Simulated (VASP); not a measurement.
# YAl3N4 (Cmc2_1) in VASP: band structure with PBEsol

Aim: the band structure of YAl3N4 with PBEsol.

Everything below comes from runs of VASP 6.6.1. Logs are shortened: lines on timing, memory, paths and dates and some standing lists are left out, and cuts for length are marked.

## Step 1: Starting point

Symmetry: Cmc2_1, No. 36, orthorhombic system. Conventional cell: a = 6.694 Å, b = 11.184 Å, c = 5.115 Å, α = 90.00°, β = 90.00°, γ = 90.00°. Around Y (site symmetry m) lie 4 N at 2.17 to 2.31 Å. Al (site symmetry 1) is surrounded by 4 N at 1.87 to 2.01 Å. Al (site symmetry m) has 4 N at 1.89 to 2.00 Å as nearest neighbours. N (site symmetry m) is surrounded by 2 Al at 1.90 Å and 1 Y at 2.17 Å. Around N (site symmetry 1) lie 3 Al at 1.87 to 1.90 Å. N (site symmetry m) is surrounded by 4 Al at 1.95 to 2.01 Å.

The cell was built by a generator and needn't be a form met in nature.

## Step 2: Band structure, PBEsol

Input file INCAR:

```
SYSTEM = YAl3N4
ALGO     = Normal         ! electronic algorithm
EDIFF    = 1E-7           ! SCF threshold, eV
ENCUT    = 520            ! plane-wave cutoff, eV
GGA      = PS             ! functional
ICORELEVEL= 1            
ISIF     = 2              ! what is computed and relaxed
ISMEAR   = 0              ! smearing method
LASPH    = .TRUE.         ! aspherical terms in the spheres
LCHARG   = .FALSE.        ! write CHGCAR
LMAXMIX  = 4              ! l up to which the mixer works
LREAL    = .FALSE.        ! projectors in reciprocal space
LUSENCCL = .FALSE.      
LWAVE    = .FALSE.        ! write WAVECAR
NBANDS   = 54             ! bands
NELM     = 80             ! most SCF steps
PREC     = Accurate       ! precision mode
SIGMA    = 0.03           ! smearing width, eV
```

Input file KPOINTS:

```
k-points
0
G
  6 6 6
  0 0 0
```

Input file POSCAR:

```
YAl3N4                                  
1.0
   -0.0000000000     -0.0000000000     -5.1151684240
    3.3468564321      5.7969253917     -0.0000000000
    3.1694202955     -5.6944825906      0.0000000000
  Y               Al              N             
     2     6     8
Direct
     0.0038937904687657    0.1485669995215702    0.2971339890428055
     0.5038937904687657    0.3514330004784298    0.7028660109571945
     0.0008887472466625    0.1620267283877581    0.8295890509926025
     0.0130583480218363    0.6619824110728345    0.3239648121453840
     0.0008887472466625    0.6675623326045397    0.8295890509926309
     0.5008887472466625    0.3379732716122419    0.1704109490073975
     0.5130583480218363    0.8380175889271655    0.6760351878546160
     0.5008887472466625    0.8324376673954603    0.1704109490073691
     0.5519535942920797    0.1589735702440862    0.3179471304850594
     0.6390174767796779    0.1462523121047425    0.8586256186844139
     0.6312818191646201    0.6679550924065580    0.3359101748132147
     0.6390174767796779    0.7123733165768158    0.8586256186813515
     0.0519535942920797    0.3410264297559138    0.6820528695149406
     0.1390174767796779    0.3537476878952575    0.1413743813155861
     0.1312818191646201    0.8320449075934420    0.6640898251867853
     0.1390174767796779    0.7876266834231842    0.1413743813186485
```

Input file KPOINTS_OPT:

```
explicit points
6
Reciprocal
 0.0000000000  0.0000000000  0.0000000000 1
 0.5000000000  0.0000000000  0.0000000000 1
 0.5000000000  0.3333333333  0.3333333333 1
 0.0000000000  0.3333333333  0.3333333333 1
 0.5000000000  0.5000000000  0.0000000000 1
 0.0000000000  0.5000000000  0.0000000000 1
```

Potentials or basis: VASP PAW PBE potentials, release 64 (Y_sv, Al, N).

On the command line:

```sh
cat potpaw_PBE.64/Y_sv/POTCAR potpaw_PBE.64/Al/POTCAR potpaw_PBE.64/N/POTCAR > POTCAR
mpirun -np 1 vasp_std > vasp.out
```

OUTCAR:

```text
SYSTEM = YAl3N4
   EDIFF = 1E-7
   ENCUT = 520
   GGA = PS
   ISIF = 2
   ISMEAR = 0
   LASPH = .TRUE.
   LREAL = .FALSE.
   NELM = 80
   PREC = Accurate

 ion  position               nearest neighbor table
   1  0.004  0.149  0.297-  13 2.17  14 2.20  16 2.20   9 2.31   9 2.81   5 3.09   3 3.09   6 3.13
                             8 3.13   6 3.16   8 3.16   4 3.35   4 3.35   2 3.42   2 3.42   5 3.42
   2  0.504  0.351  0.703-   9 2.17  10 2.20  12 2.20  13 2.31  13 2.81   8 3.09   6 3.09   3 3.13
                             5 3.13   3 3.16   5 3.16   7 3.35   7 3.35   1 3.42   1 3.42   8 3.42
   3  0.001  0.162  0.830-  10 1.87  14 1.90  13 1.90  15 2.01   1 3.09   7 3.11   2 3.13   2 3.16
                             6 3.19   6 3.19   7 3.22   4 3.24   4 3.28   5 3.31   1 3.42
   4  0.013  0.662  0.324-  16 1.89  14 1.89  11 1.95  15 2.00   8 3.11   6 3.11   8 3.22   6 3.22
                             7 3.23   7 3.23   3 3.24   5 3.24   3 3.28   5 3.28   1 3.35   1 3.35
   5  0.001  0.668  0.830-  12 1.87  16 1.90  13 1.90  15 2.01   1 3.09   7 3.11   2 3.13   2 3.16
                             8 3.19   8 3.19   7 3.22   4 3.24   4 3.28   3 3.31   1 3.42
   6  0.501  0.338  0.170-  14 1.87  10 1.90   9 1.90  11 2.01   2 3.09   4 3.11   1 3.13   1 3.16
                             3 3.19   3 3.19   4 3.22   7 3.24   7 3.28   8 3.31   2 3.42
   7  0.513  0.838  0.676-  12 1.89  10 1.89  15 1.95  11 2.00   5 3.11   3 3.11   5 3.22   3 3.22
                             4 3.23   4 3.23   6 3.24   8 3.24   6 3.28   8 3.28   2 3.35   2 3.35
   8  0.501  0.832  0.170-  16 1.87  12 1.90   9 1.90  11 2.01   2 3.09   4 3.11   1 3.13   1 3.16
                             5 3.19   5 3.19   4 3.22   7 3.24   7 3.28   6 3.31   2 3.42
   9  0.552  0.159  0.318-   6 1.90   8 1.90   2 2.17   1 2.31   1 2.81
  10  0.639  0.146  0.859-   3 1.87   7 1.89   6 1.90   2 2.20
  11  0.631  0.668  0.336-   4 1.95   7 2.00   8 2.01   6 2.01
  12  0.639  0.712  0.859-   5 1.87   7 1.89   8 1.90   2 2.20
  13  0.052  0.341  0.682-   3 1.90   5 1.90   1 2.17   2 2.31   2 2.81
  14  0.139  0.354  0.141-   6 1.87   4 1.89   3 1.90   1 2.20
  15  0.131  0.832  0.664-   7 1.95   4 2.00   5 2.01   3 2.01
  16  0.139  0.788  0.141-   8 1.87   4 1.89   5 1.90   1 2.20

  LATTYP: Found a base centered orthorhombic cell.
 ALAT       =     6.6937128691
 B/A-ratio  =     1.6708334804
 C/A-ratio  =     0.7641750586

  Lattice vectors:

 A1 = (  -3.1694202955,   5.6944825906,   0.0000000000)
 A2 = (   6.5162767276,   0.1024428011,   0.0000000000)
 A3 = (   0.0000000000,   0.0000000000,  -5.1151684240)

Analysis of symmetry for initial positions (statically):
=====================================================================
 Subroutine PRICEL returns:
 Original cell was already a primitive cell.

 Routine SETGRP: Setting up the symmetry group for a
 base centered orthorhombic supercell.

 Subroutine GETGRP returns: Found  4 space group operations
 (whereof  2 operations were pure point group operations)
 out of a pool of  8 trial point group operations.

[... 175 lines left out ...]
 non-spin polarized calculation
 Gauss-broadening in eV      SIGMA  =   0.03
  energy-cutoff  :      520.00
  volume of cell :      191.47
 maximum number of plane-waves:      5185
 NGX is ok and might be reduce to    40
   NGX = 19   NGY = 25   NGZ = 25

 number of electron      79.9999999 magnetization

 Free energy of the ion-electron system (eV)
  ---------------------------------------------------
  ext. energy  EPLUGINS =         0.00000000
  ---------------------------------------------------
  free energy    TOTEN  =      -129.30397583 eV

  energy without entropy =     -129.30397583  energy(sigma->0) =     -129.30397583

 the core state eigenenergies are
   1-  1s -16850.9717  2s  -2297.3455  2p  -2043.5913  3s   -355.2721  3p   -272.9832
       3d   -137.5396
   2-  1s -16850.9717  2s  -2297.3455  2p  -2043.5913  3s   -355.2721  3p   -272.9832
       3d   -137.5396
   3-  1s  -1498.6405  2s    -95.9601  2p    -57.4132
   4-  1s  -1498.7614  2s    -96.0108  2p    -57.4671
   5-  1s  -1498.6405  2s    -95.9601  2p    -57.4132
   6-  1s  -1498.6405  2s    -95.9601  2p    -57.4132
   7-  1s  -1498.7614  2s    -96.0108  2p    -57.4671
   8-  1s  -1498.6405  2s    -95.9601  2p    -57.4132
   9-  1s   -369.2619
  10-  1s   -369.0649
  11-  1s   -369.9530
  12-  1s   -369.0649
  13-  1s   -369.2619
  14-  1s   -369.0649
  15-  1s   -369.9530
  16-  1s   -369.0649

 E-fermi :   5.3117     XC(G=0): -10.9564

 val. band max:        5.0709243140   @ k =   0.1667   0.0000   0.5000
 cond. band min:       7.7837237720   @ k =   0.0000   0.0000   0.0000
 fundamental gap:      2.7127994581
 Fermi energy:         5.3117017259

 k-point     1 :       0.0000    0.0000    0.0000
  band No.  band energies     occupation
      1     -34.7624      2.00000
      2     -34.7120      2.00000
      3     -15.3203      2.00000
      4     -15.2174      2.00000
      5     -15.2081      2.00000
      6     -15.1773      2.00000
[... 1309 lines left out ...]
     51      12.0935      0.00000
     52      12.0935      0.00000

 [... further k-points ...]

 [bands above 52 left out]

------------------------ aborting loop because EDIFF is reached ----------------------------------------

  FORCE on cell =-STRESS in cart. coord.  units (eV):
  Direction    XX          YY          ZZ          XY          YZ          ZX
  --------------------------------------------------------------------------------------
  -------------------------------------------------------------------------------------
  Total        0.1272672      0.1104113      0.1117521     -0.0145977      0.0000000      0.0000000
  in kB        1.0649515      0.9239037      0.9351237     -0.1221510      0.0000000      0.0000000
  external PRESSURE =       0.9746596 kB  Pullay stress =       0.0000000 kB

 VOLUME and BASIS-vectors are now :
 -----------------------------------------------------------------------------
  energy-cutoff  :      520.00
  volume of cell :      191.47
      direct lattice vectors                 reciprocal lattice vectors
    -0.000000000 -0.000000000 -5.115168424     0.000000000 -0.000000000 -0.195496984
     3.346856432  5.796925392 -0.000000000     0.152130726  0.084672523 -0.000000000
     3.169420296 -5.694482591  0.000000000     0.154867533 -0.089412812  0.000000000

 POSITION                                       TOTAL-FORCE (eV/Angst)
 -----------------------------------------------------------------------------------
      1.43897     -0.83079     -0.01992         0.000527     -0.000304     -0.000051
      3.40387     -1.96523     -2.57750        -0.000527      0.000304     -0.000051
      3.17160     -3.78482     -0.00455         0.000663      0.002366      0.001338
      3.24234      1.99265     -0.06680        -0.000087      0.000050      0.003389
      4.86355     -0.85427     -0.00455        -0.001718     -0.001758      0.001338
      1.67125      0.98880     -2.56213        -0.000663     -0.002366      0.001338
[... 8 lines left out ...]
      4.88951      1.04165     -0.67153        -0.001763      0.001018     -0.003600
      3.08415      3.76076     -0.71110        -0.001667     -0.000478     -0.001311
 -----------------------------------------------------------------------------------
    total drift:                               -0.000011      0.000083      0.000282

  FREE ENERGIE OF THE ION-ELECTRON SYSTEM (eV)
  ---------------------------------------------------
  free  energy   TOTEN  =      -129.3039758268 eV

  energy  without entropy=     -129.3039758268  energy(sigma->0) =     -129.30397583
```

It took 12 min on 1 × NVIDIA H100 80GB with 1 thread of AMD EPYC 7R13 (Zen 3), shared host; peak memory 1.8 GiB.

What came out:

```yaml
Free_energy: -129.3040 eV
Pressure: 0.1 GPa
Largest_force: 0.004 eV/Å
Band_gap_on_the_k_mesh: 2.71 eV, indirect (least direct gap 2.90 eV)
Band_gap_along_the_path: 2.76 eV, indirect (least direct gap 2.90 eV)
```

Forces in eV/Å, atoms in the order of the input:
```
Y    0.001  0.000  0.000
Y   -0.001  0.000  0.000
Al   0.001  0.002  0.001
Al   0.000  0.000  0.003
Al  -0.002 -0.002  0.001
Al  -0.001 -0.002  0.001
Al   0.000  0.000  0.003
Al   0.002  0.002  0.001
N   -0.001  0.001  0.000
N    0.000 -0.002 -0.001
N    0.002 -0.001 -0.004
N    0.002  0.000 -0.001
N    0.001 -0.001  0.000
N    0.000  0.002 -0.001
N   -0.002  0.001 -0.004
N   -0.002  0.000 -0.001
```

Core levels (eV, on the scale of the bands):
```
atom                                                                levels
 1 Y  1s -16851.0, 2s -2297.3, 2p -2043.6, 3s -355.3, 3p -273.0, 3d -137.5
 2 Y  1s -16851.0, 2s -2297.3, 2p -2043.6, 3s -355.3, 3p -273.0, 3d -137.5
3 Al                                        1s -1498.6, 2s -96.0, 2p -57.4
4 Al                                        1s -1498.8, 2s -96.0, 2p -57.5
5 Al                                        1s -1498.6, 2s -96.0, 2p -57.4
6 Al                                        1s -1498.6, 2s -96.0, 2p -57.4
```

Caveat: the PAW data sets were made with another functional, which shifts forces and pressure a little. PBEsol gaps usually lie below the measured ones, often by a third to a half.
